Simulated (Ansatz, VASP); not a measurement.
# Cross-check of SiNi between VASP and Ansatz, part 2 of 3

Aim: how closely do two programs agree when they are given the same cell, functional and k mesh?  The cell is a member of a volume series, scaled by 0.94 from a relaxed one, so a pressure remains.

VASP 6.6.1 and Ansatz 0.2.0.

So far: The starting structure; VASP: single point, PBEsol, DFT+U.

## 3. Ansatz: single point, PBEsol, DFT+U

Level of this step: Ansatz beside VASP: Kohn-Sham DFT, plane waves, PBEsol, DFT+U (Ansatz).

Ansatz runs on its default PAW (the set named soft_2) files.

The same cell, functional, mesh and smearing now go to Ansatz, which takes its cutoff from its data sets.

input.yaml

```yaml
crystal:
  lattice:
    - [4.9337315794, 0.0, 0.0]
    - [0.0, 3.2389271579, 0.0]
    - [0.0, 0.0, 5.3492711698]
  atoms:
    - { symbol: Si, position: [0.3197511308, 0.75, 0.0869212313] }
    - { symbol: Si, position: [0.1802488692, 0.25, 0.5869212313] }
    - { symbol: Si, position: [0.8197511308, 0.75, 0.4130787687] }
    - { symbol: Si, position: [0.6802488692, 0.25, 0.9130787687] }
    - { symbol: Ni, position: [0.0098935867, 0.25, 0.1872423958], spin: 1.0 }
    - { symbol: Ni, position: [0.4901064133, 0.75, 0.6872423958], spin: 1.0 }
    - { symbol: Ni, position: [0.5098935867, 0.25, 0.3127576042], spin: 1.0 }
    - { symbol: Ni, position: [0.9901064133, 0.75, 0.8127576042], spin: 1.0 }
hamiltonian:
  xc: pbesol
  pseudopotentials: { kind: paw }
  hubbard: { sites: [{ species: Ni, l: d, u_eff: 4.0 }] }
magnetization:
  spin_polarized: true
kpoints:
  mp_grid: { grid: [5, 7, 4] }
scf:
  occupations: { method: gaussian, width: 0.05 }
  n_extra_bands: 10
output:
  forces: true
  stress: true
  eigenvalues: true
```

Started as:

```
$ ansatz run input.yaml --threads 4 --pin off --max-ram 9216MiB --backend cpu --events-out ev --progress --plain --runs-dir out
```

Numbers of over 12 decimals in the logs are rounded to 6 here.

The log of the run:

```text
Warning: the band count 54 (scf.n_extra_bands) hosts the net moment |M| = 4.0000 μB (N_el = 88) but caps the reachable moment at 2·n_bands − N_el = 20.0000 μB, below the 56 bands that the automatic rule leaves for it — a moment growing past the seed, or the majority channel's smearing tail, pins there with fewer empty majority states than that count leaves; raise or omit scf.n_extra_bands unless the cap is intended
Si: projections on atomic orbitals take those of the free atom [Ne] 3s2 3p2, of charge +0.00 (hamiltonian.pseudopotentials.projection_atoms); the dataset's partial waves leave at most 6.1e-8 of an orbital's norm unspanned inside its sphere
Ni: projections on atomic orbitals take those of the free atom [Ne] 3s2 3p6 3d8 4s2, of charge +0.00 (hamiltonian.pseudopotentials.projection_atoms); the dataset's partial waves leave at most 1.6e-6 of an orbital's norm unspanned inside its sphere
scf.n_extra_bands = 10 over 44 filled bands (N_el = 88.0): the run solves 54 bands
Engine: ansatz 0.2.0, x86_64-unknown-linux-gnu
Pseudopotentials: kind: paw
Pseudopotential: Si, paw, valence charge 4, recommended cutoff 420 eV (normal), Si.paw.azcp
Pseudopotential: Ni, paw, valence charge 18, recommended cutoff 420 eV (normal), Ni.paw.azcp
Functional definition: PBEsol
  exchange = pbesol_x
  correlation = pbesol_c
Crystal: 8 atoms, lattice volume = 85.481 Å³
Basis set: ecut = 420 eV, 1703 PW (Γ), exchange–correlation on 72×48×72 points (8 copies of the dense FFT grid, shifted against one another)
Bands: 54, of which v1, the nominal top of the filled ones, is band 44 counted from 1 (43 counted from 0)
Symmetry: 8 space group operations
Space group: Pnma (ITA 62), of the structure as read, at distance tolerance 4.4e-5 Å
Magnetic group: BNS 62.441 (UNI 539), of the structure as read, at distance tolerance 4.4e-5 Å
k-points: 36 of 140
Non-local potential: Si, projectors of the file, l = 0: 2, l = 1: 2, l = 2: 2
Non-local potential: Ni, projectors of the file, l = 0: 3, l = 1: 2, l = 2: 3, l = 3: 1
PAW form: soft (Blöchl's): semilocal exchange-correlation on the pseudo side does not see the compensation charge
PAW frozen core: Si, regenerated for the run's functional, and the local potential with it (the file was generated under x = pbe(κ = 0.804, μ = 0.219515), c = pbe(β = 0.066725))
PAW frozen core: Ni, regenerated for the run's functional, and the local potential with it (the file was generated under x = pbe(κ = 0.804, μ = 0.219515), c = pbe(β = 0.066725))
PAW one-centre angular grid: Si, 110 points (default); XC on 64 Gauss nodes
PAW one-centre angular grid: Ni, 590 points (default); XC on 64 Gauss nodes
Initial density: superposition of atomic densities (chi_scale 0.1, normalization cell)
Starting moments: Σ|m| = 4 μB on 4 of 8 sites
Initial wavefunctions: pseudopotential atomic-orbital guess
Functional: x = pbesol(κ = 0.804, μ = 0.123457), c = pbesol(β = 0.046)
SCF iter   1: F=—  HF=-25702.588250 eV  |F-HF|=—  |Δ(HF+E_count)|=         —  Δρ=1.27e-1 (↑3.50e-2 ↓1.27e-1)  dr2=1.11e1  dr2_m=4.27e0  M=0.321 μB ∫|m|=1.303 μB  β_m=0.30  ethr=3.10e-3  ⟨swp⟩=7.2  Hψ=15260  notcnv=0  defer=4
preconditioner: auto → Kerker (q_TF=auto, 2.742 Å⁻¹)  [metal: Δε(μ)=0.036 eV  Ē_g=9.247 eV  σ=0.050 eV  W_gap=0.37  n_scr=34 (ndim 8)  ℏωp=30.1 eV  f_vac=0.000  D(μ)=1.56/eV (n_scr^D=8)]
spin=Collinear: Kerker preconditioning applied to the charge; magnetization (m = ρ↑ − ρ↓) channel mixes plain (no charge-response kernel on spin).
SCF iter   2: F=—  HF=-25702.447176 eV  |F-HF|=—  |Δ(HF+E_count)|=   1.41e-1  Δρ=6.04e-2 (↑5.56e-2 ↓6.04e-2)  dr2=2.13e0  dr2_m=2.29e0  M=0.295 μB ∫|m|=1.193 μB  β_m=0.30  ethr=3.10e-3  ⟨swp⟩=2.7  Hψ=6676  notcnv=0  defer=288
SCF iter   3: F=—  HF=-25702.503645 eV  |F-HF|=—  |Δ(HF+E_count)|=   5.65e-2  Δρ=5.23e-2 (↑3.91e-2 ↓5.23e-2)  dr2=1.47e0  dr2_m=1.46e0  M=0.175 μB ∫|m|=0.983 μB  β_m=0.30  ethr=2.42e-3  ⟨swp⟩=2.0  Hψ=4246  notcnv=0  defer=288
SCF iter   4: F=—  HF=-25702.228750 eV  |F-HF|=—  |Δ(HF+E_count)|=   2.75e-1  Δρ=4.58e-2 (↑4.58e-2 ↓1.99e-2)  dr2=4.25e-1  dr2_m=8.25e-1  M=0.147 μB ∫|m|=0.880 μB  β_m=0.30  ethr=1.67e-3  ⟨swp⟩=2.7  Hψ=6235  notcnv=0  defer=288
SCF iter   5: F=—  HF=-25702.371177 eV  |F-HF|=—  |Δ(HF+E_count)|=   1.42e-1  Δρ=2.87e-2 (↑2.87e-2 ↓2.29e-2)  dr2=2.43e-2  dr2_m=5.18e-1  M=0.139 μB ∫|m|=0.708 μB  β_m=0.30  ethr=4.83e-4  ⟨swp⟩=2.4  Hψ=5606  notcnv=0  defer=288
SCF iter   6: F=—  HF=-25702.468422 eV  |F-HF|=—  |Δ(HF+E_count)|=   9.72e-2  Δρ=2.42e-2 (↑2.42e-2 ↓1.67e-2)  dr2=4.18e-2  dr2_m=3.27e-1  M=0.113 μB ∫|m|=0.589 μB  β_m=0.30  ethr=2.76e-5  ⟨swp⟩=2.0  Hψ=7248  notcnv=0  defer=288
SCF iter   7: F=—  HF=-25702.501150 eV  |F-HF|=—  |Δ(HF+E_count)|=   3.27e-2  Δρ=1.78e-2 (↑1.55e-2 ↓1.78e-2)  dr2=2.14e-3  dr2_m=2.17e-1  M=0.085 μB ∫|m|=0.474 μB  β_m=0.30  ethr=2.76e-5  ⟨swp⟩=2.3  Hψ=5862  notcnv=0  defer=288
SCF iter   8: F=—  HF=-25702.533511 eV  |F-HF|=—  |Δ(HF+E_count)|=   3.24e-2  Δρ=1.42e-2 (↑1.27e-2 ↓1.42e-2)  dr2=1.09e-3  dr2_m=1.41e-1  M=0.064 μB ∫|m|=0.388 μB  β_m=0.30  ethr=2.44e-6  ⟨swp⟩=2.0  Hψ=6410  notcnv=0  defer=288
Mixer restart at iter 8: flushing history
[...]
SCF iter  17: F=-25702.580447 eV  HF=-25702.580447 eV  |F-HF|=0.00e0  |Δ(HF+E_count)|=  2.00e-10  Δρ=7.91e-8 (↑7.91e-8 ↓4.42e-8)  dr2=7.46e-12  dr2_m=1.33e-12  M=0.000 μB ∫|m|=0.000 μB  ethr=1.00e-12  ⟨swp⟩=1.2  Hψ=9350  notcnv=0
SCF 1 converged in 17 iterations: F = -25702.580447 eV  dr2 = 7.46e-12
  greatest PAW one-centre occupation: 1.002 electrons in one spin orbital (limit 2), on the Ni atom at site 7 (counted from 0), in its partial waves of l = 1
Symmetry: 1 space group operations
k-points: 71 of 140 (time reversal used)
SCF iter   1: F=—  HF=-25702.579399 eV  |F-HF|=—  |Δ(HF+E_count)|=         —  Δρ=1.29e-1 (↑3.60e-2 ↓1.29e-1)  dr2=1.10e1  dr2_m=4.54e0  M=0.315 μB ∫|m|=1.350 μB  β_m=0.30  ethr=3.10e-3  ⟨swp⟩=7.0  Hψ=29914  notcnv=0  defer=9
preconditioner: auto → Kerker (q_TF=auto, 2.742 Å⁻¹)  [metal: Δε(μ)=0.039 eV  Ē_g=9.248 eV  σ=0.050 eV  W_gap=0.40  n_scr=34 (ndim 8)  ℏωp=30.1 eV  f_vac=0.000  D(μ)=1.50/eV (n_scr^D=8)]
spin=Collinear: Kerker preconditioning applied to the charge; magnetization (m = ρ↑ − ρ↓) channel mixes plain (no charge-response kernel on spin).
SCF iter   2: F=—  HF=-25702.439102 eV  |F-HF|=—  |Δ(HF+E_count)|=   1.40e-1  Δρ=6.22e-2 (↑5.70e-2 ↓6.22e-2)  dr2=2.13e0  dr2_m=2.44e0  M=0.293 μB ∫|m|=1.235 μB  β_m=0.46  ethr=3.10e-3  ⟨swp⟩=2.7  Hψ=13143  notcnv=0  defer=574
SCF iter   3: F=—  HF=-25703.034228 eV  |F-HF|=—  |Δ(HF+E_count)|=   5.95e-1  Δρ=6.54e-2 (↑1.18e-2 ↓6.54e-2)  dr2=3.77e0  dr2_m=8.17e-1  M=0.058 μB ∫|m|=0.723 μB  β_m=0.47  ethr=2.42e-3  ⟨swp⟩=2.1  Hψ=11639  notcnv=0  defer=574
SCF iter   4: F=—  HF=-25702.524744 eV  |F-HF|=—  |Δ(HF+E_count)|=   5.09e-1  Δρ=1.26e-2 (↑1.26e-2 ↓6.15e-3)  dr2=1.29e-1  dr2_m=1.32e-2  M=-0.001 μB ∫|m|=0.199 μB  β_m=0.73  ethr=2.42e-3  ⟨swp⟩=2.8  Hψ=12580  notcnv=0  defer=572
SCF iter   5: F=—  HF=-25702.590854 eV  |F-HF|=—  |Δ(HF+E_count)|=   6.61e-2  Δρ=6.65e-3 (↑6.65e-3 ↓5.36e-3)  dr2=7.56e-2  dr2_m=4.10e-4  M=0.002 μB ∫|m|=0.030 μB  β_m=0.79  ethr=1.46e-4  ⟨swp⟩=2.4  Hψ=11703  notcnv=0  defer=590
SCF iter   6: F=—  HF=-25702.580188 eV  |F-HF|=—  |Δ(HF+E_count)|=   1.07e-2  Δρ=7.74e-4 (↑7.74e-4 ↓6.67e-4)  dr2=1.04e-3  dr2_m=1.71e-5  M=-0.001 μB ∫|m|=0.004 μB  β_m=0.89  ethr=8.59e-5  ⟨swp⟩=2.0  Hψ=10807  notcnv=0  defer=590
an SCF from ferromagnetic starting moments (0.00, 0.00, 0.00, 0.00, 1.00, 1.00, 1.00, 1.00 Bohr magnetons, atom by atom) was given up at its iteration 6, 0.26 meV above the state that the run had reached, since its moments had collapsed: that state stands; the SCF set out from the atoms and, under a Hubbard term, can stand on another filling of the shells than the run's state, so that by this SCF it is not known whether that order lies lower
WARN: the starting moments were not kept: the SCF closed with an absolute magnetisation of 1.2e-6 μB, where they sum to 4 μB in size (4 sites). That is at most 0.1 of that sum. Measured as dr2_m measures the in/out step, that magnetisation stands 1.4e-13 eV from none, at or under the dr2_threshold of 1.0e-7 eV: it is no larger than a step whose dr2_m would equal this threshold. The system may hold no moment; this SCF [...]
SCF converged after 17 iterations
Magnetization: 0.0000 μB (44.0000 up, 44.0000 down)
Absolute magnetization: 0.0000 μB (∫|ρ↑−ρ↓|, with the PAW one-centre terms)
Spin contamination: 0.0000 ħ² per cell (⟨S²⟩ above its minimum at these occupations)
Per-site moments (μB) at R_I (Å): [(3.020460401502213e-8, 0.903361), (3.0204604176198044e-8, 0.903361), (3.020460398771726e-8, 0.903361), (3.020460405312621e-8, 0.903361), (-3.578134061945542e-8, 0.903361), (-3.578134046810062e-8, 0.903361), (-3.5781340493881026e-8, 0.903361), (-3.578134043119411e-8, 0.903361)]
Free energy (F): -25702.580447 eV
Harris-Foulkes:  -25702.580447 eV  (|F-HF|=0.00e0)
Internal energy: -25702.579001 eV  (E = F + TS)
E sigma→0 (E₀):  -25702.579724 eV
Entropy (-TS):   -0.001447 eV (-0.181 meV/atom)
Fermi energy:    16.786347 eV
--- Per-component energies (eV) ---
  E_band       = -1136.263373
  E_kinetic    = 1342.963780
  E_local      = -17230.601592  (includes V_loc(G=0)·N_el)
  E_nonlocal   = 2662.113350
  E_hartree    = 7462.399386
  E_xc         = -575.850092
  E_vxc        = -649.964444  (∫ρ·V_xc dr)
  E_hubbard    = 7.085175  (on-site DFT+U / exact-exchange correction)
  E_vhub       = -57.832577  (the Hubbard potential's part of the band-sum identity)
  E_paw        = -8388.832927  (= ΣΔE_a)
  E_vpaw       = -2127.742221  (= ΣTr[D̂ρ^β])
  E_aug_tail   = 0.001811  (compensation charges beyond the density's cutoff)
  E_ewald      = -10982.773291
  E_core_change = 0.915398  (= ΣΔE_core)
  E_smearing   = -0.001447  (= −TS)
  E_closure    = 0.000000  (closes the sum)
  Σ components = -25702.580447   (vs F -25702.580447, Δ=0.00e0)
--- Forces (eV/Å), atoms counted from 1 ---
  atom   1  Si     0.25251862     0.00000000     0.05068191
  atom   2  Si    -0.25251862     0.00000000     0.05068191
  atom   3  Si     0.25251862     0.00000000    -0.05068191
  atom   4  Si    -0.25251862     0.00000000    -0.05068191
  atom   5  Ni     0.13332031     0.00000000    -0.17821268
  atom   6  Ni    -0.13332031     0.00000000    -0.17821268
  atom   7  Ni     0.13332031     0.00000000     0.17821268
  atom   8  Ni    -0.13332031     0.00000000     0.17821268
  max |Σ_I F_I| component: 8.33e-17 eV/Å
--- Stress (GPa, compression-positive) ---
       23.163843       0.000000       0.000000
        0.000000      22.727900       0.000000
        0.000000       0.000000      22.525656
  P = ⅓ Tr σ = 22.8058 GPa (228.058 kbar)
--- Band table (eV; the first three rows and the last of 72) ---
  k-point 0 ↑: bands = [... 40 lower, 14.5767, 15.2387, 15.5463, 15.5858, 17.5805, 18.6038, 20.6004, 21.2176, ... 6 higher]
  k-point 1 ↑: bands = [... 40 lower, 14.9303, 14.9608, 15.4265, 16.3924, 18.0403, 19.4479, 19.5574, 20.8755, ... 6 higher]
  k-point 2 ↑: bands = [... 40 lower, 14.9843, 14.9843, 16.5629, 16.5629, 17.8979, 17.8979, 20.8527, 20.8527, ... 6 higher]
  k-point 35 ↓: bands = [... 40 lower, 14.1667, 14.1667, 14.3276, 14.3276, 19.0123, 19.0123, 19.9613, 19.9613, ... 6 higher]
Occupation matrices written to <dir>
```

Elapsed: 12 s, on 4 threads of Intel Xeon 6975P-C (Granite Rapids), shared host; peak memory 0.83 GiB.

In the SCF lines HF is the Harris–Foulkes energy and dr2 the Hartree energy of the density residual, in eV; the loop may stop once dr2 is under the threshold and the program's other checks hold. Hψ counts applications of the Hamiltonian.

The run ends at a pressure of 22.81 GPa, with forces up to 0.26 eV/Å.

## 4. Comparison

Known differences besides the PAW data sets themselves: U acts on the PAW sphere in VASP and on atomic orbitals in Ansatz, so only states and trends compare; the data sets hold 88 valence electrons in Ansatz (default PAW (the set named soft_2) files) and 56 in VASP; the cutoff is 420 eV in Ansatz and 400 eV in VASP; Ansatz makes its cores anew for this functional, VASP keeps those of its PBE data sets. Total energies have different zeros and are not compared.

Compared:

```
      quantity  Ansatz   VASP  difference
pressure (GPa)   22.81  14.14       +8.67
```

Forces (eV/Å; atoms numbered as in POSCAR):

```
atom         Ansatz x, y, z           VASP x, y, z
 Si1    0.253, 0.000, 0.051    0.098, 0.000, 0.072
 Si2   -0.253, 0.000, 0.051   -0.098, 0.000, 0.072
 Si3   0.253, 0.000, -0.051   0.098, 0.000, -0.072
 Si4  -0.253, 0.000, -0.051  -0.098, 0.000, -0.072
 Ni5   0.133, 0.000, -0.178   0.112, 0.000, -0.151
 Ni6  -0.133, 0.000, -0.178  -0.112, 0.000, -0.151
 Ni7    0.133, 0.000, 0.178    0.112, 0.000, 0.151
 Ni8   -0.133, 0.000, 0.178   -0.112, 0.000, 0.151
```

The forces differ by 65 meV/Å r.m.s., which is 71.2 % of the r.m.s. force of 0.09 eV/Å (both taken over all components). Ansatz's pressure holds a Pulay correction of 0.07 GPa; VASP's holds none.

## 5. VASP: single point, PBEsol, DFT+U

With cell and atoms fixed, the geometry can't cause a difference; cores, projectors, grids and the points listed under the comparison can. The cell compared in this pair holds 87.30 Å³, against 85.48 Å³ for the pair before.

INCAR

```
SYSTEM = SiNi
PREC = Accurate
ENCUT = 400
EDIFF = 1E-06
NELM = 100
ISMEAR = 0
SIGMA = 0.05
LREAL = .FALSE.
ALGO = Normal
GGA = PS
NBANDS = 43
ISPIN = 2
MAGMOM = 0 0 0 0 1 1 1 1
LDAU = .TRUE.
LDAUTYPE = 2
LDAUL = -1 2
LDAUU = 0 4
LDAUJ = 0 0
LDAUPRINT = 1
LASPH = .TRUE.
LMAXMIX = 4
LORBIT = 11
LWAVE = .FALSE.
LCHARG = .FALSE.
KPAR = 4
ISIF = 2
```

POSCAR

```
SiNi
1.0
    4.9684773127      0.0000000000      0.0000000000
    0.0000000000      3.2617372557      0.0000000000
    0.0000000000      0.0000000000      5.3869433347
Si Ni
4 4
Direct
    0.3197511308      0.7500000000      0.0869212313
    0.1802488692      0.2500000000      0.5869212313
    0.8197511308      0.7500000000      0.4130787687
    0.6802488692      0.2500000000      0.9130787687
    0.0098935867      0.2500000000      0.1872423958
    0.4901064133      0.7500000000      0.6872423958
    0.5098935867      0.2500000000      0.3127576042
    0.9901064133      0.7500000000      0.8127576042
```

KPOINTS

```
Automatic mesh
0
Gamma
5 7 4
0 0 0
```

The projector-augmented-wave data sets are Si and Ni (PBE family, release 64).

Started as:

```
$ mpirun -np 4 vasp_std
```

The log of the run:

```text
[banner, memory and clock lines left out]
running    4 mpi-ranks, on    1 nodes
[...]
[... a notice as in an earlier step ...]

 LDA part: xc-table for (Slater+PW92), standard interpolation
 POSCAR, INCAR and KPOINTS ok, starting setup
[...]
entering main loop
       N       E                     dE             d eps       ncg     rms          rms(c)
DAV:   1     0.349718857605E+03    0.34972E+03   -0.20097E+04  6192   0.131E+03
DAV:   2    -0.132055281189E+02   -0.36292E+03   -0.34116E+03  6206   0.305E+02
DAV:   3    -0.456221680876E+02   -0.32417E+02   -0.31345E+02  6813   0.109E+02
DAV:   4    -0.464558889489E+02   -0.83372E+00   -0.82993E+00  7380   0.172E+01
[...]
DAV:  13    -0.426821887620E+02   -0.94742E-04   -0.24017E-04  7586   0.203E-01    0.361E-02
DAV:  14    -0.426821847632E+02    0.39988E-05   -0.33392E-05  7503   0.572E-02    0.148E-02
DAV:  15    -0.426821849207E+02   -0.15743E-06   -0.52837E-06  5825   0.203E-02
   1 F= -.42682185E+02 E0= -.42682122E+02  d E =-.126523E-03  mag=    -0.0001
```

OUTCAR, selected parts (step 5):

```text
  Total        4.9971262      4.8089745      4.6982204      0.0000000      0.0000000      0.0000000
  in kB       91.7098969     88.2568371     86.2242204      0.0000000      0.0000000      0.0000000
  external PRESSURE =      88.7303182 kB  Pullay stress =       0.0000000 kB

 POSITION                                       TOTAL-FORCE (eV/Angst)
 -----------------------------------------------------------------------------------
      1.58868      2.44630      0.46824         0.063572     -0.000000      0.047318
      0.89556      0.81543      3.16171        -0.063572     -0.000000      0.047318
      4.07291      2.44630      2.22523         0.063572     -0.000000     -0.047318
      3.37980      0.81543      4.91870        -0.063572     -0.000000     -0.047318
      0.04916      0.81543      1.00866         0.073031     -0.000000     -0.098605
      2.43508      2.44630      3.70214        -0.073031     -0.000000     -0.098605
      2.53339      0.81543      1.68481         0.073031      0.000000      0.098605
      4.91932      2.44630      4.37828        -0.073031      0.000000      0.098605
 -----------------------------------------------------------------------------------
    total drift:                                0.000000     -0.000000      0.000000

  FREE ENERGIE OF THE ION-ELECTRON SYSTEM (eV)
  ---------------------------------------------------
  free  energy   TOTEN  =       -42.6821849207 eV

  energy  without entropy=      -42.6820583975  energy(sigma->0) =      -42.68212166

[... 2 parts as in an earlier step ...]

[... 2 further parts left out ...]
[key lines of the parts left out:]
E-fermi :  11.5416
```

The run ends at a pressure of 8.87 GPa, with forces up to 0.12 eV/Å.

## 6. Ansatz: single point, PBEsol, DFT+U

The same cell, functional, mesh and smearing now go to Ansatz, which takes its cutoff from its data sets.

The cell is a member of a volume series, scaled by 0.96 from a relaxed one, so a pressure remains.

input.yaml, as its differences from that of step 3:

```diff
@@ -2,5 +2,5 @@
   lattice:
-    - [4.9337315794, 0.0, 0.0]
-    - [0.0, 3.2389271579, 0.0]
-    - [0.0, 0.0, 5.3492711698]
+    - [4.9684773127, 0.0, 0.0]
+    - [0.0, 3.2617372557, 0.0]
+    - [0.0, 0.0, 5.3869433347]
   atoms:
```

Started as:

```
$ ansatz run input.yaml --threads 4 --pin off --max-ram 9216MiB --backend cpu --events-out ev --progress --plain --runs-dir out
```

The log of the run:

```text
[...]
Crystal: 8 atoms, lattice volume = 87.300 Å³
Basis set: ecut = 420 eV, 1713 PW (Γ), exchange–correlation on 72×48×80 points (8 copies of the dense FFT grid, shifted against one another)
Bands: 54, of which v1, the nominal top of the filled ones, is band 44 counted from 1 (43 counted from 0)
Symmetry: 8 space group operations
[...]
k-point 1 ↑: bands = [... 40 lower, 14.5319, 14.5536, 15.0121, 15.9684, 17.5779, 18.9162, 19.0726, 20.3634, ... 6 higher]
  k-point 2 ↑: bands = [... 40 lower, 14.5802, 14.5802, 16.1195, 16.1195, 17.4441, 17.4441, 20.3016, 20.3016, ... 6 higher]
  k-point 35 ↓: bands = [... 40 lower, 13.7896, 13.7896, 13.9439, 13.9439, 18.5294, 18.5294, 19.4553, 19.4553, ... 6 higher]
Occupation matrices written to <dir>
[key lines of the parts left out:]
SCF converged after 17 iterations
Magnetization: 0.0000 μB (44.0000 up, 44.0000 down)
Free energy (F): -25702.805244 eV
Fermi energy:    16.346050 eV
P = ⅓ Tr σ = 16.9130 GPa (169.130 kbar)
```

Wall time 14 s (4 threads); peak memory 0.81 GiB.

The run ends at a pressure of 16.91 GPa, with forces up to 0.21 eV/Å.

## 7. Side by side

Both answers:

```
      quantity  Ansatz  VASP  difference
pressure (GPa)   16.91  8.87       +8.04
```

Forces (eV/Å; atoms numbered as in POSCAR):

```
atom         Ansatz x, y, z           VASP x, y, z
 Si1    0.209, 0.000, 0.028    0.064, 0.000, 0.047
 Si2   -0.209, 0.000, 0.028   -0.064, 0.000, 0.047
 Si3   0.209, 0.000, -0.028   0.064, 0.000, -0.047
 Si4  -0.209, 0.000, -0.028  -0.064, 0.000, -0.047
 Ni5   0.092, 0.000, -0.124   0.073, 0.000, -0.099
 Ni6  -0.092, 0.000, -0.124  -0.073, 0.000, -0.099
 Ni7    0.092, 0.000, 0.124    0.073, 0.000, 0.099
 Ni8   -0.092, 0.000, 0.124   -0.073, 0.000, 0.099
```

The forces differ by 61 meV/Å r.m.s., which is 102.9 % of the r.m.s. force of 0.06 eV/Å (both taken over all components). Ansatz's pressure holds a Pulay correction of 0.07 GPa; VASP's holds none.

(Part 2 of 3 ends here.)

[Lines on the potential files, build, host, timing and source positions are cut from VASP's logs without a mark.]

[Logs are printed without paths, hosts, clocks, repeated set-up lines and the standing remarks that a program may print on its own settings, such as how far it seeks lower states.]

[Hosts, paths, dates, database ids (printed as entryN), source tags and the programs' standing remarks are cut or masked in the printed files.]
